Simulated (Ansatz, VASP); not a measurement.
# SiC: VASP beside Ansatz

Wanted: the spread between two codes on one cell, functional and k mesh. The cell is taken from a series of runs on this material, whose earlier steps may have relaxed, scaled, displaced or heated it; both programs get it as it stands.

Main program and level: Ansatz 0.2.0; plane waves, with VASP 6.6.1 beside it; zone-centre phonons at LDA.

## 1. The structure

It takes space group P6_3mc (No. 186, hexagonal). The conventional cell has a = 3.099 Å, b = 3.099 Å, c = 10.145 Å, α = 90.00°, β = 90.00°, γ = 120.00°. Nearest to C lie 4 Si at 1.90 to 1.91 Å. Nearest to C lie 4 Si at 1.90 Å. Nearest to Si lie 4 C at 1.90 to 1.91 Å. Nearest to Si lie 4 C at 1.90 Å. Farther neighbours are not listed.

## 2. VASP: zone-centre phonons, LDA

Second derivatives magnify differences that forces hide, and they need a tight electronic threshold.

Lines of VASP's logs that name or quote its potential files are left out, and so is its time.

Input file INCAR:

```
SYSTEM = SiC
PREC = Accurate
ENCUT = 600
EDIFF = 1E-08
NELM = 120
ISMEAR = 0
SIGMA = 0.01
LREAL = .FALSE.
ALGO = Normal
GGA = PW92
NBANDS = 24
LORBIT = 11
LWAVE = .FALSE.
LCHARG = .FALSE.
ISIF = 2
IBRION = 8
LEPSILON = .TRUE.
LASPH = .TRUE.
GGA_COMPAT = .FALSE.
EFERMI = MIDGAP
KPAR = 2
```

Input file POSCAR:

```
SiC
1.0
    3.0985391585      0.0000000000      0.0000000000
   -1.5492695792      2.6834136259      0.0000000000
    0.0000000000      0.0000000000     10.1453297535
C Si
4 4
Direct
    0.6666666666      0.3333333332      0.7497915543
    0.3333333332      0.6666666666      0.2497915543
    0.9999999999      0.9999999999      0.5004541876
    0.9999999999      0.9999999999      0.0004541876
    0.6666666666      0.3333333332      0.9378723928
    0.3333333332      0.6666666666      0.4378723928
    0.9999999999      0.9999999999      0.6878808652
    0.9999999999      0.9999999999      0.1878808652
```

Input file KPOINTS:

```
Automatic mesh
0
Gamma
9 9 4
0 0 0
```

PAW data sets: C and Si (LDA family, release 64).

The run is started by

```bash
mpirun -np 2 vasp_std
```

Numbers of over 12 decimals in the logs are rounded to 6 here.

The log of the run:

```text
[banner, memory and clock lines left out]
running    2 mpi-ranks, on    1 nodes
 distrk:  each k-point on    1 cores,    2 groups
 distr:  one band on    1 cores,    1 groups

 POSCAR found type information on POSCAR C Si
 POSCAR found :  2 types and       8 ions
|                                                                             |
|               ----> ADVICE to this user running VASP <----                  |
|                                                                             |
|     You enforced a specific xc type in the INCAR file but a different       |
|     [... a line on the potential file left out ...]
|     I HOPE YOU KNOW WHAT YOU ARE DOING!                                     |
|                                                                             |

 LDA part: xc-table for (Slater(with rela. corr.)+PW92), standard interpolation
 POSCAR, INCAR and KPOINTS ok, starting setup
 FFT: planning ... GRIDC
 FFT: planning ... GRID_SOFT
 FFT: planning ... GRID
 WAVECAR not read
 entering main loop
       N       E                     dE             d eps       ncg     rms          rms(c)
DAV:   1     0.782264660686E+02    0.78226E+02   -0.15951E+04  1728   0.136E+03
DAV:   2    -0.667715399814E+02   -0.14500E+03   -0.13476E+03  2344   0.206E+02
DAV:   3    -0.743636394898E+02   -0.75921E+01   -0.75345E+01  2304   0.457E+01
DAV:   4    -0.744805022690E+02   -0.11686E+00   -0.11672E+00  2232   0.668E+00
DAV:   5    -0.744830249585E+02   -0.25227E-02   -0.25216E-02  2288   0.925E-01    0.177E+01
DAV:   6    -0.668467907970E+02    0.76362E+01   -0.23318E+01  2224   0.216E+01    0.808E+00
DAV:   7    -0.666289941470E+02    0.21780E+00   -0.20485E+00  2416   0.675E+00    0.327E+00
DAV:   8    -0.665579198230E+02    0.71074E-01   -0.12488E-01  2128   0.175E+00    0.111E+00
DAV:   9    -0.665465142461E+02    0.11406E-01   -0.18428E-02  2272   0.736E-01    0.157E-01
DAV:  10    -0.665466208815E+02   -0.10664E-03   -0.97635E-04  2184   0.174E-01    0.868E-02
DAV:  11    -0.665466317245E+02   -0.10843E-04   -0.45397E-05  2272   0.440E-02    0.188E-02
DAV:  12    -0.665466267157E+02    0.50088E-05   -0.10564E-05  2176   0.157E-02    0.103E-02
DAV:  13    -0.665466262962E+02    0.41953E-06   -0.18629E-06  2248   0.613E-03    0.248E-03
DAV:  14    -0.665466263008E+02   -0.46521E-08   -0.73844E-08  2208   0.176E-03
   1 F= -.66546626E+02 E0= -.66546626E+02  d E =0.000000E+00
 Linear response reoptimize wavefunctions to high precision
DAV:   1    -0.665466263030E+02   -0.21614E-08   -0.19812E-09  1704   0.275E-04
DAV:   2    -0.665466263030E+02    0.10004E-10   -0.26379E-10  1552   0.104E-04
 Linear response G [H, r] |phi>, progress :
  Direction:   1
       N       E                     dE             d eps       ncg     rms
RMM:   1    -0.151366832644E+03   -0.15137E+03    0.11194E+01  4495   0.749E+01
RMM:   2    -0.102758030525E+03    0.48609E+02   -0.15799E+01  2981   0.224E+01
RMM:   3    -0.102940495654E+03   -0.18247E+00   -0.33018E-01  3134   0.316E+00
RMM:   4    -0.102945482058E+03   -0.49864E-02   -0.98163E-03  3302   0.566E-01
RMM:   5    -0.102945848060E+03   -0.36600E-03   -0.40014E-04  3277   0.124E-01
RMM:   6    -0.102945894598E+03   -0.46538E-04   -0.16391E-05  3366   0.338E-02
RMM:   7    -0.102945901554E+03   -0.69569E-05   -0.57724E-05  3323   0.130E-02
RMM:   8    -0.102945898450E+03    0.31042E-05   -0.23852E-04  3464   0.825E-03
RMM:   9    -0.102945899798E+03   -0.13479E-05   -0.33085E-04  3461   0.708E-03
RMM:  10    -0.102945902866E+03   -0.30682E-05   -0.22724E-04  3241   0.670E-03
RMM:  11    -0.102945897434E+03    0.54317E-05    0.16584E-04  3043   0.656E-03
RMM:  12    -0.102945900660E+03   -0.32259E-05    0.10389E-04  2999   0.653E-03
 Linear response G [H, r] |phi>, progress :
  Direction:   2
       N       E                     dE             d eps       ncg     rms
RMM:   1    -0.172889818575E+03   -0.17289E+03   -0.31296E+02  4384   0.717E+01
RMM:   2    -0.129800465626E+03    0.43089E+02   -0.12161E+01  2974   0.206E+01
RMM:   3    -0.129999838888E+03   -0.19937E+00   -0.15481E-01  3096   0.272E+00
RMM:   4    -0.130009322749E+03   -0.94839E-02    0.17354E-02  3289   0.454E-01
RMM:   5    -0.130011375998E+03   -0.20532E-02    0.48029E-03  3266   0.907E-02
RMM:   6    -0.130011718703E+03   -0.34271E-03    0.17469E-03  3336   0.237E-02
RMM:   7    -0.130011786916E+03   -0.68212E-04    0.10766E-03  3315   0.101E-02
RMM:   8    -0.130011781973E+03    0.49430E-05    0.94824E-04  3412   0.745E-03
RMM:   9    -0.130011780708E+03    0.12650E-05    0.86330E-04  3428   0.694E-03
RMM:  10    -0.130011781437E+03   -0.72952E-06    0.13533E-03  3120   0.675E-03
RMM:  11    -0.130011780165E+03    0.12725E-05    0.91327E-04  2948   0.671E-03
RMM:  12    -0.130011774303E+03    0.58619E-05    0.10479E-03  2896   0.669E-03
 Linear response G [H, r] |phi>, progress :
  Direction:   3
[...]
force on displaced ion       1 direction 3 :   0.000  -0.000 -24.973
 Born effective charge ion    1 direction 3 :   0.000   0.000  -2.723
 Linear response progress:
  Degree of freedom:   3/  8
       N       E                     dE             d eps       ncg     rms          rms(c)
RMM:   1    -0.126924281218E+00   -0.12692E+00    0.59326E-02 16468   0.171E+00
RMM:   2    -0.122745762025E+00    0.41785E-02   -0.53012E-03 12708   0.376E-01    0.199E-01
[...]
Linear response progress:
  Degree of freedom:   5/  8
       N       E                     dE             d eps       ncg     rms          rms(c)
RMM:   1    -0.182921958185E-01   -0.18292E-01   -0.32358E-03 19207   0.798E-01
RMM:   2    -0.149764812412E-01    0.33157E-02   -0.12198E-03 12981   0.215E-01    0.126E-01
RMM:   3    -0.148825868478E-01    0.93894E-04    0.14580E-04 13690   0.515E-02    0.734E-02
RMM:   4    -0.149333847718E-01   -0.50798E-04    0.14803E-04 13206   0.470E-02    0.756E-03
RMM:   5    -0.149335880801E-01   -0.20331E-06   -0.30053E-05 13926   0.103E-02    0.223E-03
RMM:   6    -0.149311012780E-01    0.24868E-05   -0.86380E-07 14365   0.155E-03    0.835E-04
RMM:   7    -0.149302724429E-01    0.82884E-06    0.13445E-06 14510   0.413E-04    0.123E-04
RMM:   8    -0.149301193641E-01    0.15308E-06    0.98723E-08 14553   0.143E-04    0.205E-05
RMM:   9    -0.149301495574E-01   -0.30193E-07    0.22038E-09 14869   0.709E-05    0.375E-06
RMM:  10    -0.149301542240E-01   -0.46666E-08    0.19551E-07 15135   0.507E-05    0.182E-06
RMM:  11    -0.149301509336E-01    0.32904E-08    0.93882E-08 14791   0.467E-05    0.582E-07
 first order change of Fermi-energy  -0.41107E+00
 force on displaced ion       5 direction 1 : -18.606  -0.000   0.000
 Born effective charge ion    5 direction 1 :   2.657  -0.000  -0.000
 Linear response progress:
  Degree of freedom:   6/  8
       N       E                     dE             d eps       ncg     rms          rms(c)
RMM:   1    -0.444465217091E-01   -0.44447E-01    0.42322E-02  5708   0.121E+00
RMM:   2    -0.353640829496E-01    0.90824E-02   -0.41542E-03  3443   0.380E-01    0.152E-01
RMM:   3    -0.347404399807E-01    0.62364E-03   -0.91691E-04  3735   0.112E-01    0.862E-02
RMM:   4    -0.344904384044E-01    0.25000E-03   -0.74881E-04  3874   0.801E-02    0.269E-02
RMM:   5    -0.344692289414E-01    0.21209E-04   -0.23262E-04  3848   0.267E-02    0.661E-03
RMM:   6    -0.344653578889E-01    0.38711E-05   -0.28211E-05  3710   0.964E-03    0.282E-03
RMM:   7    -0.344643076537E-01    0.10502E-05   -0.23711E-06  3776   0.325E-03    0.898E-04
RMM:   8    -0.344662098437E-01   -0.19022E-05   -0.83217E-07  3843   0.115E-03    0.319E-04
RMM:   9    -0.344661570706E-01    0.52773E-07   -0.47280E-07  3887   0.319E-04    0.162E-04
RMM:  10    -0.344663179165E-01   -0.16085E-06   -0.15261E-06  3837   0.241E-04    0.282E-05
RMM:  11    -0.344663901428E-01   -0.72226E-07   -0.25543E-06  3921   0.115E-04    0.866E-06
RMM:  12    -0.344662292210E-01    0.16092E-06   -0.83800E-07  3958   0.700E-05    0.584E-06
RMM:  13    -0.344662185847E-01    0.10636E-07   -0.41465E-07  4133   0.635E-05    0.738E-07
RMM:  14    -0.344662102817E-01    0.83030E-08   -0.37883E-07  3945   0.604E-05    0.470E-07
RMM:  15    -0.344661887458E-01    0.21536E-07   -0.33161E-08  3500   0.595E-05    0.218E-07
RMM:  16    -0.344661820489E-01    0.66968E-08    0.12767E-08  3399   0.594E-05    0.464E-08
 first order change of Fermi-energy  -0.31630E+00
 force on displaced ion       5 direction 3 :   0.000  -0.000 -28.759
 Born effective charge ion    5 direction 3 :   0.000   0.000   2.623
 Linear response progress:
  Degree of freedom:   7/  8
       N       E                     dE             d eps       ncg     rms          rms(c)
RMM:   1    -0.184480635730E-01   -0.18448E-01   -0.33680E-03 19124   0.804E-01
RMM:   2    -0.150927030181E-01    0.33554E-02   -0.18885E-03 12941   0.218E-01    0.126E-01
RMM:   3    -0.149911886592E-01    0.10151E-03   -0.36316E-04 13648   0.521E-02    0.733E-02
RMM:   4    -0.150409636547E-01   -0.49775E-04   -0.34830E-04 13247   0.471E-02    0.750E-03
RMM:   5    -0.149876267856E-01    0.53337E-04    0.14882E-05 13964   0.103E-02    0.226E-03
RMM:   6    -0.149895336078E-01   -0.19068E-05   -0.13009E-06 14393   0.159E-03    0.823E-04
RMM:   7    -0.149890942359E-01    0.43937E-06   -0.13638E-06 14477   0.421E-04    0.138E-04
RMM:   8    -0.149886629746E-01    0.43126E-06   -0.10865E-07 14572   0.149E-04    0.207E-05
RMM:   9    -0.149887156023E-01   -0.52628E-07   -0.83577E-08 14884   0.722E-05    0.399E-06
RMM:  10    -0.149887159902E-01   -0.38785E-09   -0.10808E-07 15087   0.518E-05    0.198E-06
RMM:  11    -0.149887224111E-01   -0.64209E-08   -0.24558E-07 14817   0.478E-05    0.635E-07
RMM:  12    -0.149887194682E-01    0.29429E-08   -0.18725E-07 13589   0.462E-05    0.153E-07
RMM:  13    -0.149887210125E-01   -0.15443E-08   -0.20653E-07 12366   0.457E-05    0.376E-08
 first order change of Fermi-energy   0.43202E+00
 force on displaced ion       7 direction 1 : -18.791  -0.001   0.000
 Born effective charge ion    7 direction 1 :   2.666  -0.000  -0.000
 Linear response progress:
  Degree of freedom:   8/  8
       N       E                     dE             d eps       ncg     rms          rms(c)
RMM:   1    -0.463933807346E-01   -0.46393E-01    0.24186E-02  5748   0.121E+00
RMM:   2    -0.354260133268E-01    0.10967E-01   -0.51405E-03  3461   0.388E-01    0.153E-01
RMM:   3    -0.345922949898E-01    0.83372E-03   -0.52678E-05  3757   0.115E-01    0.869E-02
RMM:   4    -0.342755165135E-01    0.31678E-03    0.66926E-04  3862   0.813E-02    0.278E-02
RMM:   5    -0.343577155292E-01   -0.82199E-04    0.16164E-04  3853   0.277E-02    0.700E-03
RMM:   6    -0.343929660044E-01   -0.35250E-04   -0.10476E-05  3721   0.101E-02    0.298E-03
RMM:   7    -0.343945084740E-01   -0.15425E-05   -0.88560E-06  3791   0.350E-03    0.965E-04
RMM:   8    -0.343959298038E-01   -0.14213E-05   -0.14487E-06  3835   0.120E-03    0.366E-04
RMM:   9    -0.343951413978E-01    0.78841E-06    0.51758E-06  3883   0.338E-04    0.171E-04
RMM:  10    -0.343953327241E-01   -0.19133E-06    0.53106E-06  3848   0.247E-04    0.323E-05
RMM:  11    -0.343957250940E-01   -0.39237E-06    0.14693E-06  3900   0.113E-04    0.877E-06
RMM:  12    -0.343957946342E-01   -0.69540E-07    0.11770E-06  3967   0.617E-05    0.537E-06
RMM:  13    -0.343958117320E-01   -0.17098E-07    0.15673E-06  4076   0.531E-05    0.123E-06
RMM:  14    -0.343956571536E-01    0.15458E-06    0.35707E-06  4049   0.510E-05    0.397E-07
RMM:  15    -0.343956516054E-01    0.55481E-08    0.33213E-06  3617   0.501E-05    0.247E-07
RMM:  16    -0.343956411740E-01    0.10431E-07    0.33584E-06  3415   0.498E-05    0.669E-08
 first order change of Fermi-energy  -0.18285E+00
 force on displaced ion       7 direction 3 :   0.000   0.000 -28.945
 Born effective charge ion    7 direction 3 :   0.000   0.000   2.894
 Born effective charges drift removed
 Linear response finished
```

(Part 1 of 3 ends here.)

[Lines on the potential files, build, host, timing and source positions are cut from VASP's logs without a mark.]

[Logs are printed without paths, hosts, clocks, repeated set-up lines and the standing remarks that a program may print on its own settings, such as how far it seeks lower states.]

[Hosts, paths, dates, database ids (printed as entryN), source tags and the programs' standing remarks are cut or masked in the printed files.]
